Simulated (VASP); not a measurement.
**Which magnetic order does Fe2O3 (Hematite) take?**

Wanted: the lowest of several collinear orders of Fe2O3 (Hematite). The start is a cell from a database of measured crystal structures.

Main program and level: VASP 6.6.1; r2SCAN, DFT+U (Fe d 5 eV), spin-polarised, from parallel moments; plane waves and PAW (Fe, O), in the first sound run; inputs show where later runs differ.

This is a report of a sequence of runs, with most program output left out.

## Step 1: The starting structure

The structure is trigonal, space group R-3c (No. 167). The conventional cell has a = 5.038 Å, b = 5.038 Å, c = 13.772 Å, α = 90.00°, β = 90.00°, γ = 120.00°. Nearest to Fe lie 6 O at 1.95 to 2.12 Å. Nearest to O lie 4 Fe at 1.95 to 2.12 Å. Farther neighbours and most contacts between anions are not listed.

## Step 2: Magnetic order, start order fm, signs ++++

Each run starts from other signs of the moments at the same geometry and cutoff; gentle mixing helps it keep them. Any wave vector in a name is a fraction of the reciprocal vectors of the first cell as typed.

Contents of INCAR:

```
SYSTEM = Fe2O3
PREC = Normal
ENCUT = 480
EDIFF = 1E-06
NELM = 150
ISMEAR = 0
SIGMA = 0.05
LREAL = .FALSE.
ALGO = Normal
METAGGA = R2SCAN
LASPH = .TRUE.
NBANDS = 49
ISPIN = 2
MAGMOM = 3 3 3 3 0 0 0 0 0 0
LDAU = .TRUE.
LDAUTYPE = 2
LDAUL = 2 -1
LDAUU = 5 0
LDAUJ = 0 0
LDAUPRINT = 1
LMAXMIX = 4
LORBIT = 11
LWAVE = .FALSE.
LCHARG = .TRUE.
KPAR = 2
AMIX = 0.2
BMIX = 1E-04
AMIX_MAG = 0.8
BMIX_MAG = 1E-04
```

Contents of POSCAR:

```
Fe2O3
1.0
    2.5190000000      1.4543453281      4.5906666667
   -2.5190000000      1.4543453281      4.5906666667
    0.0000000000     -2.9086906562      4.5906666667
Fe O
4 6
Direct
    0.3553000000      0.3553000000      0.3553000000
    0.1447000000      0.1447000000      0.1447000000
    0.6447000000      0.6447000000      0.6447000000
    0.8553000000      0.8553000000      0.8553000000
    0.5559000000      0.2500000000      0.9441000000
    0.2500000000      0.9441000000      0.5559000000
    0.9441000000      0.5559000000      0.2500000000
    0.4441000000      0.7500000000      0.0559000000
    0.7500000000      0.0559000000      0.4441000000
    0.0559000000      0.4441000000      0.7500000000
```

Contents of KPOINTS:

```
Automatic mesh
0
Gamma
4 4 4
0 0 0
```

Potentials, in the order of the species: Fe and O (PBE family, release 64).

Command:

```sh
mpirun -np 2 vasp_std
```

Wall time 5 min (2 MPI ranks of AMD EPYC 7R43, shared host); peak memory 0.42 GiB.

The magnetic state follows from one typed start and may not be the lowest. The gap is read on the k-mesh alone, so it is an upper bound where the band edges lie off the mesh. The PAW data sets were made with PBE, which is usual practice but a small mismatch for other functionals.

A gap read on the k-mesh alone can miss the band edges.

This step gave:

- electronic cycles: 20
- electrons: 68
- free energy (TOTEN): -102.7931 eV
- Fermi energy: 3.472 eV
- moment of the cell, from the last line of the log: 20 μB
- labelled metallic, from the levels on this mesh: no
- gap on the k-mesh: 2.583 eV
- least direct gap on the k-mesh: 2.745 eV

Spin moment in the PAW sphere by atom:

```
atom  spin moment in the PAW sphere (μB)
 Fe1                                4.49
 Fe2                                4.49
 Fe3                                4.49
 Fe4                                4.49
  O5                                0.31
  O6                                0.31
  O7                                0.31
  O8                                0.31
  O9                                0.31
 O10                                0.31
```

Force by atom:

```
atom  x (eV/Å)  y (eV/Å)  z (eV/Å)   size
 Fe1     0.000     0.000    -0.501  0.501
 Fe2     0.000     0.000     0.501  0.501
 Fe3     0.000     0.000     0.501  0.501
 Fe4     0.000     0.000    -0.501  0.501
  O5    -0.117    -0.203     0.000  0.234
  O6    -0.117     0.203     0.000  0.234
  O7     0.234     0.000     0.000  0.234
  O8     0.117     0.203     0.000  0.234
  O9     0.117    -0.203     0.000  0.234
 O10    -0.234     0.000     0.000  0.234
```

Spin density in the ac plane of the conventional cell at fractional y = 0.000, with atoms of Fe and O within 0.2 Å of it.

Ten even steps from '_' (0.0 e/Å³) to '@' (5.7 e/Å³), each cell a mean:
```
____________________________
____________________________
==::____________________..--
@@==____________________::##
::..______________________..
____________________________
____________________________
==::______________________--
@@==____________________::##
::..______________________::
____________________________
____________________________
____________________________
____________________________
==::______________________--
@@==____________________::##
::________________________..
____________________________
____________________________
==..______________________--
@@==____________________::##
::..______________________::
____________________________
____________________________
```
Columns run along a (5.0 Å), rows up along c (13.8 Å), edges of the conventional cell, whose origin can differ from the input's. Atoms in or near the plane, at fractional coordinates: Fe at (0.00, 0.86), Fe at (0.00, 0.64), Fe at (0.00, 0.14), Fe at (0.00, 0.36), O at (0.64, 0.42), O at (0.67, 0.08), O at (0.69, 0.75), O at (0.36, 0.58), O at (0.33, 0.92), O at (0.31, 0.25).

Valence density in the ac plane of the conventional cell at fractional y = 0.000, with atoms of Fe and O within 0.2 Å of it. It is the smooth field of the valence electrons, not physical close to the nuclei.

Values in e/Å³, 24 rows by 14 columns, each cell a mean:
```
0.0 0.1 0.1 0.4 0.9 1.0 0.6 0.2 0.1 0.1 0.1 0.1 0.0 0.0
0.2 0.2 0.5 1.9 5.0 5.5 2.3 0.5 0.1 0.1 0.1 0.1 0.1 0.2
3.3 1.7 0.7 1.5 3.7 4.0 1.7 0.4 0.1 0.1 0.1 0.2 0.8 2.6
6.6 3.1 0.6 0.3 0.5 0.5 0.3 0.1 0.1 0.1 0.2 0.3 1.6 5.3
1.6 0.8 0.2 0.1 0.1 0.1 0.1 0.2 0.5 1.0 1.0 0.6 0.6 1.3
0.2 0.2 0.2 0.1 0.1 0.1 0.1 0.5 2.3 5.6 5.4 2.1 0.5 0.2
0.2 0.2 0.2 0.1 0.1 0.1 0.1 0.4 1.8 4.2 4.0 1.6 0.5 0.3
3.0 1.4 0.3 0.1 0.1 0.1 0.1 0.2 0.3 0.5 0.5 0.4 0.9 2.4
6.7 3.2 0.7 0.6 0.9 1.0 0.5 0.2 0.1 0.1 0.1 0.3 1.6 5.4
1.8 0.9 0.7 1.9 5.0 5.5 2.3 0.5 0.1 0.1 0.1 0.1 0.5 1.4
0.1 0.1 0.4 1.4 3.6 4.0 1.8 0.4 0.1 0.1 0.1 0.1 0.1 0.1
0.0 0.0 0.1 0.2 0.5 0.5 0.4 0.2 0.1 0.1 0.1 0.1 0.0 0.0
0.0 0.0 0.1 0.1 0.1 0.1 0.2 0.4 0.8 1.1 0.6 0.2 0.1 0.0
0.2 0.2 0.1 0.1 0.1 0.1 0.3 1.2 4.1 5.8 3.3 0.9 0.3 0.2
3.3 1.5 0.3 0.1 0.1 0.1 0.2 0.9 3.1 4.3 2.5 0.9 1.0 2.7
6.6 3.2 0.6 0.2 0.1 0.1 0.1 0.2 0.4 0.5 0.4 0.4 1.6 5.3
1.6 0.9 0.5 0.8 1.1 0.7 0.3 0.1 0.1 0.1 0.1 0.2 0.4 1.2
0.2 0.3 1.1 3.9 6.2 4.0 1.1 0.2 0.1 0.1 0.1 0.1 0.2 0.2
0.2 0.3 0.9 2.9 4.6 2.9 0.8 0.2 0.1 0.1 0.1 0.1 0.2 0.2
3.0 1.5 0.5 0.5 0.5 0.4 0.2 0.1 0.1 0.1 0.1 0.2 0.7 2.4
6.7 3.2 0.6 0.1 0.1 0.1 0.1 0.3 0.8 1.0 0.7 0.5 1.7 5.4
1.8 0.8 0.2 0.1 0.1 0.1 0.2 1.2 4.1 5.8 3.3 1.0 0.7 1.4
0.1 0.1 0.1 0.1 0.1 0.1 0.2 0.9 3.0 4.3 2.4 0.7 0.2 0.1
0.0 0.0 0.1 0.1 0.1 0.1 0.2 0.3 0.5 0.5 0.3 0.1 0.1 0.0
```
Columns run along a (5.0 Å), rows up along c (13.8 Å), edges of the conventional cell, whose origin can differ from the input's. Atoms in or near the plane, at fractional coordinates: Fe at (0.00, 0.86), Fe at (0.00, 0.64), Fe at (0.00, 0.14), Fe at (0.00, 0.36), O at (0.64, 0.42), O at (0.67, 0.08), O at (0.69, 0.75), O at (0.36, 0.58), O at (0.33, 0.92), O at (0.31, 0.25).

The largest moment at the end is 4.49 μB, and the moments of the cell sum to 20.00 μB.

## Step 3: Magnetic order, start order AFM 1, signs ++--

This step: r2SCAN, DFT+U (Fe d 5 eV), spin-polarised, from moments of both signs; plane waves and PAW (Fe, O) (VASP 6.6.1).

INCAR, as its differences from that of step 2:

```diff
@@ -13,3 +13,3 @@
 ISPIN = 2
-MAGMOM = 3 3 3 3 0 0 0 0 0 0
+MAGMOM = 3 3 -3 -3 0 0 0 0 0 0
 LDAU = .TRUE.
```

POSCAR is that of step 2.

KPOINTS is that of step 2.

Command:

```sh
mpirun -np 2 vasp_std
```

The job ended after 5.1 min (2 MPI ranks; peak memory 0.4 GiB; 10 min of CPU time).

This step gave:

* free energy (TOTEN): -103.1268 eV
* Fermi energy: 3.439 eV
* gap on the k-mesh: 3.087 eV
* least direct gap on the k-mesh: 3.246 eV

Spin moment in the PAW sphere by atom:

```
atom  spin moment in the PAW sphere (μB)
 Fe1                                4.43
 Fe2                                4.43
 Fe3                               -4.43
 Fe4                               -4.43
  O5                               -0.06
  O6                               -0.06
  O7                               -0.06
  O8                                0.06
  O9                                0.06
 O10                                0.06
```

Force by atom:

```
atom  x (eV/Å)  y (eV/Å)  z (eV/Å)   size
 Fe1     0.000     0.000    -0.586  0.586
 Fe2     0.000     0.000     0.586  0.586
 Fe3     0.000     0.000     0.586  0.586
 Fe4     0.000     0.000    -0.586  0.586
  O5    -0.150    -0.259     0.000  0.299
  O6    -0.150     0.259     0.000  0.299
  O7     0.299     0.000     0.000  0.299
  O8     0.150     0.259     0.000  0.299
  O9     0.150    -0.259     0.000  0.299
 O10    -0.299     0.000     0.000  0.299
```

Spin density in the ac plane of the conventional cell at fractional y = 0.000, with atoms of Fe and O within 0.2 Å of it.

Ten even steps from '_' (-5.7 e/Å³) to '@' (5.7 e/Å³), each cell a mean:
```
++++======++++++++++++++++++
++++++++++++++++++++++++++++
##**++++++++++++++++++++++**
@@##++++==++++++++++++++**%%
**++++++++==++++++++==++++++
++++======++++++====++++==++
++++++++==++++++====++++++++
##**++++++==++++++++==++++**
@@##++++==++++++++++++++**%%
**++++++++++++++++++++++++**
++++++++++++++++++++++++++++
++++======++++++++++++++++++
====++++==========++++++++==
========++==================
::--======================--
__::==============++====--..
--====++++====++++++========
====++==++++++==++++++++====
====++==++++++==++++++======
::======++====++++++======--
__::======++======++++==--..
--========================--
======++++==================
==++++++==========++++++++++
```
Columns run along a (5.0 Å), rows up along c (13.8 Å), edges of the conventional cell, whose origin can differ from the input's. Atoms in or near the plane, at fractional coordinates: Fe at (0.00, 0.86), Fe at (0.00, 0.64), Fe at (0.00, 0.14), Fe at (0.00, 0.36), O at (0.64, 0.42), O at (0.67, 0.08), O at (0.69, 0.75), O at (0.36, 0.58), O at (0.33, 0.92), O at (0.31, 0.25).

Valence density in the ac plane of the conventional cell at fractional y = 0.000, with atoms of Fe and O within 0.2 Å of it. It is the smooth field of the valence electrons, not physical close to the nuclei.

Values in e/Å³, 24 rows by 14 columns, each cell a mean:
```
0.0 0.1 0.1 0.4 0.9 1.0 0.6 0.2 0.1 0.1 0.1 0.1 0.0 0.0
0.2 0.2 0.5 1.9 5.0 5.4 2.3 0.5 0.1 0.1 0.1 0.1 0.1 0.2
3.3 1.7 0.7 1.5 3.7 4.0 1.7 0.4 0.1 0.1 0.1 0.2 0.8 2.6
6.6 3.1 0.6 0.3 0.5 0.5 0.3 0.1 0.1 0.1 0.2 0.3 1.6 5.3
1.6 0.8 0.2 0.1 0.1 0.1 0.1 0.2 0.5 1.0 1.0 0.6 0.6 1.3
0.2 0.2 0.2 0.1 0.1 0.1 0.1 0.5 2.3 5.6 5.4 2.1 0.5 0.2
0.2 0.2 0.2 0.1 0.1 0.1 0.1 0.4 1.7 4.2 4.0 1.6 0.5 0.3
3.0 1.4 0.3 0.1 0.1 0.1 0.1 0.2 0.3 0.5 0.5 0.4 0.9 2.4
6.7 3.2 0.7 0.6 0.9 1.0 0.5 0.2 0.1 0.1 0.1 0.3 1.6 5.4
1.8 0.9 0.7 1.9 5.0 5.5 2.3 0.5 0.1 0.1 0.1 0.1 0.5 1.4
0.1 0.1 0.4 1.4 3.6 4.0 1.8 0.4 0.1 0.1 0.1 0.1 0.1 0.1
0.0 0.0 0.1 0.2 0.5 0.5 0.4 0.2 0.1 0.1 0.1 0.1 0.0 0.0
0.0 0.0 0.1 0.1 0.1 0.1 0.2 0.4 0.8 1.1 0.6 0.2 0.1 0.0
0.2 0.2 0.1 0.1 0.1 0.1 0.3 1.2 4.1 5.8 3.3 0.9 0.3 0.2
3.3 1.5 0.3 0.1 0.1 0.1 0.2 0.9 3.1 4.3 2.5 0.9 1.0 2.7
6.6 3.2 0.6 0.2 0.1 0.1 0.1 0.2 0.4 0.5 0.4 0.4 1.6 5.3
1.6 0.9 0.5 0.8 1.1 0.7 0.3 0.1 0.1 0.1 0.1 0.2 0.4 1.2
0.2 0.3 1.1 3.9 6.2 3.9 1.1 0.2 0.1 0.1 0.1 0.1 0.2 0.2
0.2 0.3 0.9 2.9 4.6 2.9 0.8 0.2 0.1 0.1 0.1 0.1 0.2 0.2
3.0 1.5 0.5 0.5 0.5 0.4 0.2 0.1 0.1 0.1 0.1 0.2 0.7 2.4
6.7 3.2 0.6 0.1 0.1 0.1 0.1 0.3 0.8 1.0 0.7 0.5 1.7 5.4
1.8 0.8 0.2 0.1 0.1 0.1 0.2 1.2 4.2 5.8 3.3 1.0 0.7 1.4
0.1 0.1 0.1 0.1 0.1 0.1 0.2 0.9 3.0 4.3 2.4 0.7 0.2 0.1
0.0 0.0 0.0 0.1 0.1 0.1 0.2 0.3 0.5 0.5 0.3 0.1 0.1 0.0
```
Columns run along a (5.0 Å), rows up along c (13.8 Å), edges of the conventional cell, whose origin can differ from the input's. Atoms in or near the plane, at fractional coordinates: Fe at (0.00, 0.86), Fe at (0.00, 0.64), Fe at (0.00, 0.14), Fe at (0.00, 0.36), O at (0.64, 0.42), O at (0.67, 0.08), O at (0.69, 0.75), O at (0.36, 0.58), O at (0.33, 0.92), O at (0.31, 0.25).

The largest moment at the end is 4.43 μB, and the moments of the cell sum to 0.00 μB.

## Step 4: Magnetic order, start order AFM 2, signs +-+-

INCAR, as its differences from that of step 3:

```diff
@@ -13,3 +13,3 @@
 ISPIN = 2
-MAGMOM = 3 3 -3 -3 0 0 0 0 0 0
+MAGMOM = 3 -3 3 -3 0 0 0 0 0 0
 LDAU = .TRUE.
@@ -23,3 +23,3 @@
 LWAVE = .FALSE.
-LCHARG = .TRUE.
+LCHARG = .FALSE.
 KPAR = 2
```

POSCAR is that of step 3.

KPOINTS is that of step 3.

Command:

```sh
mpirun -np 2 vasp_std
```

Wall time 4.8 min (2 MPI ranks); peak memory 0.42 GiB.

Spin moment in the PAW sphere by atom:

```
atom  spin moment in the PAW sphere (μB)
 Fe1                                4.39
 Fe2                               -4.39
 Fe3                                4.39
 Fe4                               -4.39
  O5                                0.00
  O6                                0.00
  O7                                0.00
  O8                                0.00
  O9                                0.00
 O10                                0.00
```

The largest moment at the end is 4.39 μB, and the moments of the cell sum to 0.00 μB.

## Step 5: Magnetic order, start order AFM 3, signs +--+

INCAR, as its differences from that of step 4:

```diff
@@ -13,3 +13,3 @@
 ISPIN = 2
-MAGMOM = 3 -3 3 -3 0 0 0 0 0 0
+MAGMOM = 3 -3 -3 3 0 0 0 0 0 0
 LDAU = .TRUE.
```

POSCAR is that of step 4.

KPOINTS is that of step 4.

Command:

```sh
mpirun -np 2 vasp_std
```

The job ended after 5.6 min (2 MPI ranks; peak memory 0.41 GiB).

Spin moment in the PAW sphere by atom:

```
atom  spin moment in the PAW sphere (μB)
 Fe1                                4.45
 Fe2                               -4.45
 Fe3                               -4.45
 Fe4                                4.45
  O5                                0.00
  O6                                0.00
  O7                                0.00
  O8                                0.00
  O9                                0.00
 O10                                0.00
```

The largest moment at the end is 4.45 μB, and the moments of the cell sum to 0.00 μB.

## Step 6: Magnetic order, start order ferri 4, signs +++-

INCAR, as its differences from that of step 5:

```diff
@@ -13,3 +13,3 @@
 ISPIN = 2
-MAGMOM = 3 -3 -3 3 0 0 0 0 0 0
+MAGMOM = 3 3 3 -3 0 0 0 0 0 0
 LDAU = .TRUE.
```

POSCAR is that of step 5.

KPOINTS is that of step 5.

Command:

```sh
mpirun -np 2 vasp_std
```

It took 5.5 min on 2 MPI ranks; peak memory 0.42 GiB.

Spin moment in the PAW sphere by atom:

```
atom  spin moment in the PAW sphere (μB)
 Fe1                                4.43
 Fe2                                4.49
 Fe3                                4.45
 Fe4                               -4.39
  O5                                0.12
  O6                                0.12
  O7                                0.12
  O8                                0.19
  O9                                0.19
 O10                                0.19
```

The largest moment at the end is 4.49 μB, and the moments of the cell sum to 10.00 μB.

## Step 7: Comparing the runs

Times are for 2 MPI ranks of AMD EPYC 7R43, shared host. The runs compared:

```
no.  start order  energy at zero smearing less the lowest (eV)  moment of the cell, from the last line of the log (μB)     time  memory (GiB)
  1           fm                                        0.6173                                                      20    5 min          0.42
  2        afm 1                                        0.2836                                                       0  5.1 min           0.4
  3        afm 2                                             0                                                       0  4.8 min          0.42
  4        afm 3                                        0.3922                                                       0  5.6 min          0.41
  5      ferri 4                                        0.3215                                                      10  5.5 min          0.42
```

(Continued in part 2 of 2.)

[Lines on the potential files, build, host, timing and source positions are cut from VASP's logs without a mark.]

[Logs are printed without paths, hosts, clocks, repeated set-up lines and the standing remarks that a program may print on its own settings, such as how far it seeks lower states.]

[Hosts, paths, dates, database ids (printed as entryN), source tags and the programs' standing remarks are cut or masked in the printed files.]

[In band tables of VASP the shares of atoms and orbitals are scaled to a sum of 1 inside the atoms' spheres.]

[Runs that stopped without an error message from VASP are left out.]
